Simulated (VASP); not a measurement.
Input for VASP

### INCAR
```
SYSTEM = ZrSi
PREC = Accurate
ENCUT = 400
EDIFF = 1E-7
NELM = 100
ALGO = Normal
LREAL = .FALSE.
LASPH = .TRUE.
ISMEAR = -5
GGA = PS
LMAXMIX = 4
LWAVE = .FALSE.
LCHARG = .TRUE.
LORBIT = 11
NEDOS = 601
ISIF = 2
LEFG = .TRUE.
```

File POSCAR:
```
ZrSi
1
   -1.7077057441     1.7077057441     6.7807275932
    1.7077057441    -1.7077057441     6.7807275932
    1.7077057441     1.7077057441    -6.7807275932
Zr Si
2 2
Direct
  0.7574870991   0.7574870991   0.0000000000
  0.5074870991   0.0074870991   0.5000000000
  0.1585129009   0.1585129009   0.0000000000
  0.9085129009   0.4085129009   0.5000000000
```

**KPOINTS**
```
Automatic mesh
0
Gamma
14 14 14
0 0 0
```

POTCAR, in this order: Zr_sv Si (PBE.64 set). Program: vasp_std.

**Question.** Write an equivalent input for Ansatz.

**Answer.** One equivalent input (not run):
Ansatz 0.2 input:
```yaml
crystal:
  lattice:
    - [-1.7077057, 1.7077057, 6.7807276]
    - [1.7077057, -1.7077057, 6.7807276]
    - [1.7077057, 1.7077057, -6.7807276]
  atoms:
    - { symbol: Zr, position: [0.7574871, 0.7574871, 0.0000000] }
    - { symbol: Zr, position: [0.5074871, 0.0074871, 0.5000000] }
    - { symbol: Si, position: [0.1585129, 0.1585129, 0.0000000] }
    - { symbol: Si, position: [0.9085129, 0.4085129, 0.5000000] }
kpoints:
  mp_grid: { grid: [14, 14, 14] }
hamiltonian:
  xc: pbesol
  pseudopotentials: { kind: paw }
scf:
  occupations: { method: tetrahedron }
  max_iter: 100
output: { forces: true, stress: true, eigenvalues: true }
```
The two are equivalent in intent, not identical: each code has its own PAW files, so the cut-off isn't converted (ENCUT is set for VASP's; basis.ecutwfc is left out, and Ansatz then takes the one that its files recommend); Ansatz stops its SCF on the density residual and VASP on the energy change (EDIFF); the field gradients of LEFG aren't asked of the other code.

The structure was generated: ZrSi was put into the NbAs type (I4_1md), which need not be its known phase. It was relaxed first, which changed the volume by +5 %.
